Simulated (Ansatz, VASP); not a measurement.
# Cross-check of Zn20Hg10Se19S11 between VASP and Ansatz, part 3 of 3

One calculation is typed for both programs; each brings its own data sets. How far apart do they land? Of the first pair: The structure shown is frame 24 of Ansatz's trajectory.

VASP 6.6.1 and Ansatz 0.2.0.

So far. Step 6 (VASP: single point, RPBE, pair 2): The run ends at a pressure of 4.41 GPa, with forces up to 3.3 eV/Å.

### Step 9. VASP: single point, RPBE, pair 3

Level of this step: RPBE; plane waves and PAW (Zn, Hg, Se, S) (VASP).

The same cell, functional, mesh and smearing now go to VASP, with its own data sets.

The input, INCAR:

```
SYSTEM = Zn20Hg10Se19S11
PREC = Accurate
ENCUT = 400
EDIFF = 1E-06
NELM = 120
ISMEAR = 0
SIGMA = 0.05
LREAL = Auto
ALGO = Normal
GGA = RP
NBANDS = 320
LORBIT = 11
LWAVE = .FALSE.
LCHARG = .FALSE.
ISIF = 2
LASPH = .TRUE.
GGA_COMPAT = .FALSE.
EFERMI = MIDGAP
NCORE = 2
```

The input, POSCAR:

```
Zn20Hg10Se19S11
1.0
   11.2355000000      0.0000000000      0.0000000000
    0.0000000000     11.2355000000      0.0000000000
    0.0000000000      0.0000000000     11.2355000000
Zn Hg Se S
20 10 19 11
Direct
    0.7365226292      0.0297183036      0.4436117663
    0.9757821192      0.6271906012      0.5404031863
    0.3850295937      0.0149170041      0.2602554403
    0.4440923857      0.8982955810      0.5365938321
    0.4088113569      0.7999732989      0.8013706555
    0.5104267723      0.1554002937      0.7691691514
    0.1574651773      0.9351163722      0.5795380713
    0.2291130791      0.7329446843      0.1091985225
    0.6516309911      0.1364781274      0.1791375551
    0.4774242357      0.6931867741      0.2492545948
    0.8591250946      0.0090338659      0.7611855280
    0.0400516221      0.4980552712      0.1675937875
    0.1920608785      0.0148101998      0.9323394597
    0.6861732900      0.7441413377      0.5647189711
    0.6103155178      0.4886742913      0.6618664056
    0.6484357616      0.8824707401      0.0799875395
    0.4385385608      0.2004450180      0.4516309911
    0.8865026034      0.8064082595      0.2194205865
    0.3032085799      0.3259846024      0.1225757643
    0.0235236527      0.3164078145      0.8581193538
    0.2387788705      0.4517199947      0.7699256820
    0.8256152374      0.6715944996      0.8798362334
    0.9309777046      0.1571981665      0.0201148146
    0.1026122558      0.0500556273      0.2729295536
    0.8125228072      0.3487161230      0.5274709626
    0.0826131458      0.2661385786      0.4622224200
    0.3362734191      0.6209781496      0.4687018824
    0.6569623070      0.4603444439      0.2661029772
    0.4529927462      0.5026122558      0.0235592541
    0.7251657692      0.3977749099      0.0575675315
    0.7954430154      0.9252547728      0.9451648792
    0.0585020693      0.9071781407      0.7774464866
    0.9587112278      0.4842686129      0.9618263540
    0.9943037693      0.8646522184      0.4498153175
    0.7709670242      0.3818699657      0.7426994793
    0.0425615237      0.2714609942      0.2263539673
    0.4884517823      0.4189666682      0.4785456811
    0.2840461039      0.6391348850      0.9224511593
    0.4499933247      0.3529437942      0.7965822616
    0.0145431890      0.1733078190      0.6938543011
    0.0366249833      0.7173423524      0.7731921143
    0.5982288283      0.6878109563      0.7521071603
    0.7806150149      0.2079035201      0.3375461706
    0.2061323484      0.2214765698      0.9774553869
    0.3923723911      0.9976592052      0.8782430688
    0.6806550665      0.1712963375      0.9546526634
    0.1378665836      0.4886653909      0.5596635664
    0.0811801878      0.8899737439      0.1205108807
    0.2406568466      0.5517778470      0.2297539050
    0.4053669174      0.8613056829      0.1433937074
    0.5479595924      0.0806906680      0.5814338481
    0.2874104401      0.7862133416      0.6196697966
    0.7932713275      0.5893907703      0.4906234703
    0.2635485737      0.0711138801      0.4527791376
    0.7323216590      0.9389435272      0.2543723021
    0.9139958168      0.6101464109      0.2732321659
    0.8187352588      0.9075964577      0.5842374616
    0.6346580036      0.6709803747      0.1018468248
    0.5447910640      0.7524987762      0.4152730186
    0.4696364203      0.2143740822      0.2312758667
```

The input, KPOINTS:

```
Automatic mesh
0
Gamma
1 1 1
0 0 0
```

The projector-augmented-wave data sets are Zn, Hg, Se and S (PBE family, release 64).

Started as:

```console
$ mpirun -np 8 vasp_gam
```

Numbers of over 12 decimals in the logs are rounded to 6 here.

Log:

```text
[... set-up lines as in an earlier step ...]
 entering main loop
       N       E                     dE             d eps       ncg     rms          rms(c)
DAV:   1     0.629992001036E+04    0.62999E+04   -0.21985E+05   648   0.170E+03
DAV:   2     0.110332942797E+04   -0.51966E+04   -0.50597E+04   640   0.475E+02
DAV:   3    -0.138004288833E+02   -0.11171E+04   -0.10420E+04   704   0.190E+02
DAV:   4    -0.136984561150E+03   -0.12318E+03   -0.11986E+03   728   0.628E+01
[...]
DAV:  18    -0.126244625969E+03   -0.80496E-05   -0.19327E-05   688   0.201E-02    0.100E-02
DAV:  19    -0.126244629171E+03   -0.32016E-05   -0.66896E-06   624   0.126E-02    0.473E-03
DAV:  20    -0.126244629979E+03   -0.80842E-06   -0.16322E-06   416   0.599E-03
   1 F= -.12624463E+03 E0= -.12624459E+03  d E =-.729666E-04
```

Parts of OUTCAR (step 9):

```text
  Total       36.2795825     32.7525567     39.5157140     -8.2779768      1.5254601     -0.0234388
  in kB       40.9822360     36.9980280     44.6378434     -9.3509897      1.7231942     -0.0264770
  external PRESSURE =      40.8727025 kB  Pullay stress =       0.0000000 kB

 POSITION                                       TOTAL-FORCE (eV/Angst)
 -----------------------------------------------------------------------------------
      8.27520      0.33390      4.98420        -0.395110      0.414330      0.352958
     10.96340      7.04680      6.07170         0.722548      0.539077      0.280542
      4.32600      0.16760      2.92410        -0.148090      0.898490      0.344704
      4.98960     10.09280      6.02890         0.013449      0.118484     -0.032612
      4.59320      8.98810      9.00380        -0.130850     -0.517123      0.104361
      5.73490      1.74600      8.64200        -0.233927     -0.551686      0.541614
      1.76920     10.50650      6.51140        -0.266583      0.355010     -0.008164
      2.57420      8.23500      1.22690         0.256728      0.206438      0.127727
      7.32140      1.53340      2.01270         0.223197     -0.148451     -0.886810
      5.36410      7.78830      2.80050        -0.007455     -0.125478     -1.987658
      9.65270      0.10150      8.55230         0.338309      0.562576     -0.258539
      0.45000      5.59590      1.88300        -0.178031     -0.044313     -0.347750
      2.15790      0.16640     10.47530        -0.514014     -0.527442      0.093861
      7.70950      8.36080      6.34490         0.189456     -0.303225      0.204451
[...]
-----------------------------------------------------------------------------------
    total drift:                               -0.004478      0.001258      0.016855

  FREE ENERGIE OF THE ION-ELECTRON SYSTEM (eV)
  ---------------------------------------------------
  free  energy   TOTEN  =      -126.2446299793 eV

  energy  without entropy=     -126.2445570127  energy(sigma->0) =     -126.24459350

[... 2 parts as in an earlier step ...]

[... 1 further part left out ...]
[key lines of the parts left out:]
E-fermi :   2.4987
```

The run ends at a pressure of 4.09 GPa, with forces up to 3.7 eV/Å.

### Step 10. Side by side

What differs besides the data sets and the points named for the pairs above, as far as they apply: the data sets hold 810 valence electrons in Ansatz (on its default PAW (the set named soft_2) files) and 540 in VASP. Total energies have different zeros and are not compared.

Forces on 8 of the 60 atoms, those with the largest forces and the largest differences (eV/Å; atoms numbered as in POSCAR):

| atom | Ansatz x, y, z | VASP x, y, z |
| --- | --- | --- |
| Zn10 | 0.003, -0.116, -1.976 | -0.007, -0.125, -1.988 |
| Zn16 | -1.596, -1.147, 0.087 | -1.623, -1.150, 0.094 |
| Hg28 | -0.619, 0.293, 1.818 | -0.659, 0.324, 1.935 |
| Hg30 | 0.516, -0.582, -1.604 | 0.556, -0.613, -1.715 |
| Se32 | 0.524, 3.592, 0.123 | 0.529, 3.656, 0.137 |
| Se35 | 0.247, -0.283, 0.324 | 0.256, -0.293, 0.407 |
| Se41 | -0.239, -3.592, -0.257 | -0.227, -3.660, -0.274 |
| S59 | -0.234, 1.353, 1.780 | -0.214, 1.366, 1.776 |

The forces differ by 20 meV/Å r.m.s., which is 3.0 % of the r.m.s. force of 0.680 eV/Å (both taken over all components).

### Step 11. What came out

* r.m.s. force difference (single point, RPBE, pair 1): 2.7 % of the r.m.s. force
* r.m.s. force difference (single point, RPBE, pair 2): 3.6 % of the r.m.s. force
* r.m.s. force difference (single point, RPBE, pair 3): 3.0 % of the r.m.s. force

What this shows: The r.m.s. force difference is 3.6 % of the r.m.s. force (single point, RPBE, pair 2), beyond the 3 % picked in this series as the mark of a large difference. The data sets hold unlike numbers of valence electrons (810 in Ansatz and 540 in VASP), so part of the differences comes from the potentials. What causes the difference of the single point, RPBE, pair 2 pair stays open here. What causes the difference of the single point, RPBE, pair 3 pair stays open here. How closely two codes agree says nothing of how well the functional describes the real material.

[Lines on the potential files, build, host, timing and source positions are cut from VASP's logs without a mark.]

[Logs are printed without paths, hosts, clocks, repeated set-up lines and the standing remarks that a program may print on its own settings, such as how far it seeks lower states.]

[Hosts, paths, dates, database ids (printed as entryN), source tags and the programs' standing remarks are cut or masked in the printed files.]
